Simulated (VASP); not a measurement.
Computed with PBE GGA, VASP's PBE PAW potentials (set 64) (plane waves; VASP).

Input for VASP

### KPOINTS
```
Automatic mesh
0
Gamma
4 4 4
0.5 0.5 0.5
```

### INCAR
```
SYSTEM = Er
PREC = Accurate
ENCUT = 150
EDIFF = 1E-6
NELM = 100
ALGO = Normal
LREAL = .FALSE.
LASPH = .TRUE.
ISMEAR = 0
SIGMA = 0.1
GGA = PE
LMAXMIX = 6
LWAVE = .FALSE.
LCHARG = .FALSE.
ISIF = 2
ISPIN = 2
MAGMOM = 3.0 3.0 3.0 3.0
LORBIT = 11
```

### POSCAR
```
Er
1
    3.4552620000     0.0000000000     0.0000000000
   -1.7276310000     2.9923440000     0.0000000000
    0.0000000000     0.0000000000    11.1173270000
Er
4
Direct
  0.0000000000   0.0000000000   0.0000000000
  0.0000000000   0.0000000000   0.5000000000
  0.3333330000   0.6666670000   0.2500000000
  0.6666670000   0.3333330000   0.7500000000
```

POTCAR, in this order: Er (PBE.64 set). Program: vasp_std.

Output

File OSZICAR:
```
...
DAV:  12    -0.290422538505E+02    0.39487E+02   -0.18849E+01  3222   0.146E+01    0.906E+01
DAV:  13    -0.216993713720E+02    0.73429E+01   -0.10781E+01  3516   0.681E+00    0.905E+01
DAV:  14    -0.198634712047E+02    0.18359E+01   -0.17369E+00  3240   0.427E+00    0.111E+02
DAV:  15    -0.195628578163E+02    0.30061E+00   -0.23015E-01  3084   0.174E+00    0.106E+02
DAV:  16    -0.197025278200E+02   -0.13967E+00   -0.23223E-02  3484   0.621E-01    0.104E+02
DAV:  17    -0.197728801765E+02   -0.70352E-01   -0.17236E-02  3260   0.418E-01    0.105E+02
DAV:  18    -0.195387613354E+02    0.23412E+00   -0.16749E-02  3326   0.525E-01    0.105E+02
DAV:  19    -0.189786104669E+02    0.56015E+00   -0.43574E-02  2944   0.106E+00    0.108E+02
DAV:  20    -0.190353623048E+02   -0.56752E-01   -0.89602E-03  2920   0.329E-01    0.109E+02
DAV:  21    -0.185499057263E+02    0.48546E+00   -0.83308E-03  3396   0.470E-01    0.109E+02
DAV:  22    -0.150201780805E+02    0.35297E+01   -0.28877E-01  3852   0.282E+00    0.103E+02
DAV:  23    -0.109732858016E+02    0.40469E+01   -0.60262E-01  3824   0.427E+00    0.995E+01
DAV:  24    -0.109447650796E+02    0.28521E-01   -0.67912E-02  2956   0.812E-01    0.985E+01
DAV:  25    -0.110863851882E+02   -0.14162E+00   -0.11192E-02  3016   0.638E-01    0.977E+01
DAV:  26    -0.105137572302E+02    0.57263E+00   -0.19806E-02  3212   0.102E+00    0.975E+01
DAV:  27    -0.115624356398E+02   -0.10487E+01   -0.60084E+00  3694   0.181E+01    0.174E+02
DAV:  28    -0.548115233756E+01    0.60813E+01   -0.30701E+00  3140   0.889E+00    0.115E+02
DAV:  29    -0.689605439942E+01   -0.14149E+01   -0.44032E-01  2892   0.372E+00    0.134E+02
DAV:  30    -0.805604567119E+01   -0.11600E+01   -0.24257E-01  3308   0.291E+00    0.154E+02
DAV:  31    -0.704685932122E+01    0.10092E+01   -0.27155E-01  2994   0.160E+00    0.154E+02
DAV:  32    -0.833459738635E+01   -0.12877E+01   -0.53806E-02  3636   0.146E+00    0.166E+02
DAV:  33    -0.947752674926E+01   -0.11429E+01   -0.15263E-01  3084   0.212E+00    0.183E+02
DAV:  34    -0.930853764970E+01    0.16899E+00   -0.80228E-02  2976   0.944E-01    0.184E+02
DAV:  35    -0.543535513192E+01    0.38732E+01   -0.54367E-01  3144   0.388E+00    0.152E+02
DAV:  36    -0.750524024749E+01   -0.20699E+01   -0.17844E-01  2912   0.209E+00    0.164E+02
DAV:  37    -0.887259632036E+01   -0.13674E+01   -0.92222E-02  2956   0.161E+00    0.176E+02
DAV:  38    -0.720173464062E+01    0.16709E+01   -0.19573E-01  2852   0.193E+00    0.164E+02
DAV:  39    -0.594277629146E+01    0.12590E+01   -0.10239E-01  3638   0.211E+00    0.151E+02
DAV:  40    -0.860096807748E+01   -0.26582E+01   -0.49937E-01  3098   0.353E+00    0.164E+02
DAV:  41    -0.692134800909E+01    0.16796E+01   -0.26888E-01  2946   0.245E+00    0.150E+02
DAV:  42    -0.927445756092E+01   -0.23531E+01   -0.33856E-01  3100   0.250E+00    0.166E+02
DAV:  43    -0.119429963384E+02   -0.26685E+01   -0.30684E-01  3546   0.322E+00    0.187E+02
DAV:  44    -0.105167963021E+02    0.14262E+01   -0.16041E-01  2914   0.152E+00    0.187E+02
DAV:  45    -0.102452605694E+02    0.27154E+00   -0.45505E-02  2984   0.669E-01    0.188E+02
DAV:  46    -0.850365428256E+01    0.17416E+01   -0.84275E-02  3126   0.153E+00    0.183E+02
DAV:  47    -0.496640328355E+01    0.35373E+01   -0.43779E-01  2982   0.327E+00    0.156E+02
DAV:  48    -0.571973438226E+01   -0.75333E+00   -0.19266E-01  2936   0.169E+00    0.154E+02
DAV:  49    -0.585927608268E+01   -0.13954E+00   -0.86295E-02  2962   0.104E+00    0.152E+02
DAV:  50    -0.685140056939E+01   -0.99212E+00   -0.89934E-02  2854   0.156E+00    0.159E+02
DAV:  51    -0.150793023521E+02   -0.82279E+01   -0.58449E+00  3026   0.123E+01    0.208E+02
DAV:  52    -0.153712971447E+02   -0.29199E+00   -0.97406E-01  2986   0.358E+00    0.209E+02
DAV:  53    -0.544267702899E+01    0.99286E+01   -0.37368E+00  3440   0.882E+00    0.876E+01
DAV:  54    -0.684686786357E+01   -0.14042E+01   -0.30161E+00  3140   0.847E+00    0.112E+02
DAV:  55    -0.716422013671E+01   -0.31735E+00   -0.66507E+00  2952   0.981E+00    0.125E+02
DAV:  56    -0.708456491868E+01    0.79655E-01   -0.61467E+00  3114   0.142E+01    0.114E+02
DAV:  57    -0.639845854522E+01    0.68611E+00   -0.53165E+00  3060   0.103E+01    0.128E+02
DAV:  58    -0.537433105656E+01    0.10241E+01   -0.26324E+00  3026   0.731E+00    0.531E+01
DAV:  59    -0.604086245183E+01   -0.66653E+00   -0.39265E-01  2972   0.318E+00    0.456E+01
DAV:  60    -0.606004931309E+01   -0.19187E-01   -0.30717E-01  3358   0.209E+00    0.252E+01
DAV:  61    -0.720684715544E+01   -0.11468E+01   -0.20646E+00  3292   0.668E+00    0.941E+01
DAV:  62    -0.643578478209E+01    0.77106E+00   -0.23604E-01  2920   0.285E+00    0.833E+01
DAV:  63    -0.629111950627E+01    0.14467E+00   -0.54298E-02  3102   0.114E+00    0.884E+01
DAV:  64    -0.626087964542E+01    0.30240E-01   -0.25842E-02  2942   0.755E-01    0.905E+01
DAV:  65    -0.603678524717E+01    0.22409E+00   -0.99771E-03  2990   0.542E-01    0.882E+01
DAV:  66    -0.695925675011E+01   -0.92247E+00   -0.13968E-01  2944   0.280E+00    0.101E+02
DAV:  67    -0.611971334872E+01    0.83954E+00   -0.51660E-02  2872   0.158E+00    0.924E+01
DAV:  68    -0.647523958882E+01   -0.35553E+00   -0.59975E-02  2898   0.638E-01    0.934E+01
DAV:  69    -0.645826496936E+01    0.16975E-01   -0.14592E-03  3200   0.124E-01    0.935E+01
DAV:  70    -0.632356712384E+01    0.13470E+00   -0.15047E-02  2794   0.610E-01    0.929E+01
DAV:  71    -0.524791780877E+01    0.10756E+01   -0.74954E-01  2880   0.344E+00    0.917E+01
DAV:  72    -0.411697441503E+01    0.11309E+01   -0.48866E-01  3074   0.231E+00    0.661E+01
DAV:  73    -0.510905548947E+01   -0.99208E+00   -0.37658E-01  3090   0.290E+00    0.939E+01
DAV:  74    -0.314283153057E+01    0.19662E+01   -0.46666E-01  2840   0.230E+00    0.765E+01
DAV:  75    -0.384965518323E+01   -0.70682E+00   -0.11882E-01  2874   0.160E+00    0.557E+01
DAV:  76    -0.501192280043E+01   -0.11623E+01   -0.43302E-01  2872   0.224E+00    0.370E+01
DAV:  77    -0.618625041594E+01   -0.11743E+01   -0.77128E-01  2840   0.229E+00    0.321E+01
DAV:  78    -0.627898179090E+01   -0.92731E-01   -0.94248E-02  3168   0.140E+00    0.575E+01
DAV:  79    -0.595324833055E+01    0.32573E+00   -0.14497E-01  2954   0.157E+00    0.422E+01
DAV:  80    -0.606534527858E+01   -0.11210E+00   -0.15532E-01  2958   0.151E+00    0.185E+01
DAV:  81    -0.656175012912E+01   -0.49640E+00   -0.70321E-01  3242   0.304E+00    0.888E+01
DAV:  82    -0.566426814952E+01    0.89748E+00   -0.37761E-01  2912   0.288E+00    0.887E+01
DAV:  83    -0.519773392836E+01    0.46653E+00   -0.14118E-01  2878   0.123E+00    0.913E+01
DAV:  84    -0.483620815242E+01    0.36153E+00   -0.58416E-02  2934   0.886E-01    0.870E+01
DAV:  85    -0.521805151271E+01   -0.38184E+00   -0.96575E-02  2852   0.929E-01    0.854E+01
DAV:  86    -0.583399908414E+01   -0.61595E+00   -0.39066E-01  2862   0.296E+00    0.962E+01
DAV:  87    -0.534417928994E+01    0.48982E+00   -0.16068E-01  2888   0.133E+00    0.959E+01
DAV:  88    -0.536537834532E+01   -0.21199E-01   -0.13437E-02  2920   0.421E-01    0.969E+01
DAV:  89    -0.532043381192E+01    0.44945E-01   -0.67222E-03  2942   0.373E-01    0.982E+01
DAV:  90    -0.501035242671E+01    0.31008E+00   -0.68391E-02  2844   0.795E-01    0.988E+01
DAV:  91    -0.526154974626E+01   -0.25120E+00   -0.47512E-01  2872   0.359E+00    0.786E+01
DAV:  92    -0.600755634964E+01   -0.74601E+00   -0.48240E-01  2938   0.233E+00    0.593E+01
DAV:  93    -0.592347182060E+01    0.84085E-01   -0.67904E-02  2978   0.997E-01    0.607E+01
DAV:  94    -0.586976459306E+01    0.53707E-01   -0.19717E-02  3268   0.671E-01    0.501E+01
DAV:  95    -0.601446135072E+01   -0.14470E+00   -0.26505E-02  2960   0.732E-01    0.592E+01
DAV:  96    -0.644015694475E+01   -0.42570E+00   -0.23859E-01  2916   0.215E+00    0.942E+01
DAV:  97    -0.562185537109E+01    0.81830E+00   -0.49850E-01  2810   0.216E+00    0.941E+01
DAV:  98    -0.521854968851E+01    0.40331E+00   -0.12609E-01  2928   0.105E+00    0.957E+01
DAV:  99    -0.497656209144E+01    0.24199E+00   -0.26951E-02  3120   0.525E-01    0.929E+01
DAV: 100    -0.493661359275E+01    0.39948E-01   -0.34975E-02  2860   0.731E-01
   1 F= -.49366136E+01 E0= -.47981290E+01  d E =-.276969E+00  mag=    -4.9119
```

**OUTCAR**
```
------------------------ aborting loop EDIFF was not reached (unconverged)  ----------------------------
  FORCE on cell =-STRESS in cart. coord.  units (eV):
  Direction    XX          YY          ZZ          XY          YZ          ZX
  --------------------------------------------------------------------------------------
  Total     -128.3593697   -128.3593124   -237.1705691     -0.0000000      0.0000000      0.0000000
  in kB    -1789.1439158  -1789.1431161  -3305.8146163     -0.0000000      0.0000000      0.0000000
  external PRESSURE =   -2294.7005494 kB  Pullay stress =       0.0000000 kB
  volume of cell :      114.95
      direct lattice vectors                 reciprocal lattice vectors
     3.455262000  0.000000000  0.000000000     0.289413654  0.167093088  0.000000000
    -1.727631000  2.992344000  0.000000000     0.000000000  0.334186176  0.000000000
     0.000000000  0.000000000 11.117327000     0.000000000  0.000000000  0.089949679
 POSITION                                       TOTAL-FORCE (eV/Angst)
 -----------------------------------------------------------------------------------
      0.00000      0.00000      0.00000         0.000000      0.000000      0.000000
      0.00000      0.00000      5.55866        -0.000000      0.000000      0.000000
     -0.00000      1.99490      2.77933         0.000000      0.000000      0.000000
      1.72763      0.99745      8.33800        -0.000000      0.000000      0.000000
 -----------------------------------------------------------------------------------
    total drift:                                0.000000      0.000000      0.000000
  FREE ENERGIE OF THE ION-ELECTRON SYSTEM (eV)
  ---------------------------------------------------
  free  energy   TOTEN  =        -4.9366135927 eV

  energy  without entropy=       -4.6596444855  energy(sigma->0) =       -4.79812904

 total charge

# of ion       s       p       d       f       tot
--------------------------------------------------
    1        2.066   7.135   0.815  13.205  23.221
    2        2.066   7.135   0.815  13.205  23.221
    3        2.067   7.130   0.730   9.737  19.664
    4        2.067   7.130   0.730   9.737  19.664
--------------------------------------------------
tot          8.266  28.531   3.090  45.884  85.771

 magnetization (x)

# of ion       s       p       d       f       tot
--------------------------------------------------
    1       -0.003   0.011  -0.095  -0.542  -0.629
    2       -0.003   0.011  -0.095  -0.542  -0.629
    3       -0.001  -0.007  -0.112  -0.317  -0.437
    4       -0.001  -0.007  -0.112  -0.317  -0.437
--------------------------------------------------
tot         -0.008   0.008  -0.413  -1.718  -2.132
```
(Selected blocks of OUTCAR.)

**stdout**
```
...
DAV:  81    -0.656175012912E+01   -0.49640E+00   -0.70321E-01  3242   0.304E+00    0.888E+01
DAV:  82    -0.566426814952E+01    0.89748E+00   -0.37761E-01  2912   0.288E+00    0.887E+01
DAV:  83    -0.519773392836E+01    0.46653E+00   -0.14118E-01  2878   0.123E+00    0.913E+01
DAV:  84    -0.483620815242E+01    0.36153E+00   -0.58416E-02  2934   0.886E-01    0.870E+01
DAV:  85    -0.521805151271E+01   -0.38184E+00   -0.96575E-02  2852   0.929E-01    0.854E+01
DAV:  86    -0.583399908414E+01   -0.61595E+00   -0.39066E-01  2862   0.296E+00    0.962E+01
DAV:  87    -0.534417928994E+01    0.48982E+00   -0.16068E-01  2888   0.133E+00    0.959E+01
DAV:  88    -0.536537834532E+01   -0.21199E-01   -0.13437E-02  2920   0.421E-01    0.969E+01
DAV:  89    -0.532043381192E+01    0.44945E-01   -0.67222E-03  2942   0.373E-01    0.982E+01
DAV:  90    -0.501035242671E+01    0.31008E+00   -0.68391E-02  2844   0.795E-01    0.988E+01
DAV:  91    -0.526154974626E+01   -0.25120E+00   -0.47512E-01  2872   0.359E+00    0.786E+01
DAV:  92    -0.600755634964E+01   -0.74601E+00   -0.48240E-01  2938   0.233E+00    0.593E+01
DAV:  93    -0.592347182060E+01    0.84085E-01   -0.67904E-02  2978   0.997E-01    0.607E+01
DAV:  94    -0.586976459306E+01    0.53707E-01   -0.19717E-02  3268   0.671E-01    0.501E+01
DAV:  95    -0.601446135072E+01   -0.14470E+00   -0.26505E-02  2960   0.732E-01    0.592E+01
DAV:  96    -0.644015694475E+01   -0.42570E+00   -0.23859E-01  2916   0.215E+00    0.942E+01
DAV:  97    -0.562185537109E+01    0.81830E+00   -0.49850E-01  2810   0.216E+00    0.941E+01
DAV:  98    -0.521854968851E+01    0.40331E+00   -0.12609E-01  2928   0.105E+00    0.957E+01
DAV:  99    -0.497656209144E+01    0.24199E+00   -0.26951E-02  3120   0.525E-01    0.929E+01
DAV: 100    -0.493661359275E+01    0.39948E-01   -0.34975E-02  2860   0.731E-01

 -----------------------------------------------------------------------------
|                                                                             |
|           W    W    AA    RRRRR   N    N  II  N    N   GGGG   !!!           |
|           W    W   A  A   R    R  NN   N  II  NN   N  G    G  !!!           |
|           W    W  A    A  R    R  N N  N  II  N N  N  G       !!!           |
|           W WW W  AAAAAA  RRRRR   N  N N  II  N  N N  G  GGG   !            |
|           WW  WW  A    A  R   R   N   NN  II  N   NN  G    G                |
|           W    W  A    A  R    R  N    N  II  N    N   GGGG   !!!           |
|                                                                             |
|     The electronic self-consistency was not achieved in the given           |
|     number of steps (NELM). The forces and other quantities evaluated       |
|     might not be reliable so examine the results carefully. If you find     |
|     spurious results, we suggest increasing NELM, if you were close to      |
|     convergence or switching to a different ALGO or adjusting the           |
|     density mixing parameters otherwise.                                    |
|                                                                             |
 -----------------------------------------------------------------------------

   1 F= -.49366136E+01 E0= -.47981290E+01  d E =-.276969E+00  mag=    -4.9119
```

The run did not converge; its last values are not results.

At this cut-off the stress carries a Pulay error, which pulls relaxed volumes low.

The structure was generated: Er was put into an ordered model structure, which need not be its known phase. The cell was not relaxed at this level. The k-mesh is coarse (spacing up to 0.52 per Å, 2π included), so the numbers may not be converged in it. The run is one of a series of settings (ENCUT = 150, KPOINTS 4×4×4 Γ-centred mesh shifted by (0.5, 0.5, 0.5) against the base run), some of them coarse on purpose.
